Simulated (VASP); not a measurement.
Given:

```
CELL_PARAMETERS angstrom
      3.14755     0.00000     0.00000
     -1.57378     2.72586     0.00000
      0.00000     0.00000    19.64444
ATOMIC_POSITIONS crystal
  W  0.66667 0.33333 0.50000
  S  0.33333 0.66667 0.58233
  S  0.33333 0.66667 0.41767
```

Method: PBEsol GGA, VASP's PBE PAW potentials (set 64) (plane waves; VASP). Settings: PREC = Normal, EDIFF = 1E-5, 400 eV cut-off, 12×12×1 Γ-centred mesh, Gaussian smearing of 0.050 eV, potentials W_sv S.

Task: The ions and cell shape at fixed volume are relaxed. Which structure does the run end with?

Result: 
```
CELL_PARAMETERS angstrom
      3.14615     0.00000     0.00000
     -1.57308     2.72465     0.00000
      0.00000     0.00000    19.66196
ATOMIC_POSITIONS crystal
  W  0.66667 0.33333 0.50000
  S  0.33333 0.66667 0.57971
  S  0.33333 0.66667 0.42029
```

Task: How much energy does the relaxation gain?

Result: The energy (σ→0) changes by -16.3 meV/atom, in 13 ionic steps.

The cell is a sheet with vacuum, built from WS2 (2H layered).
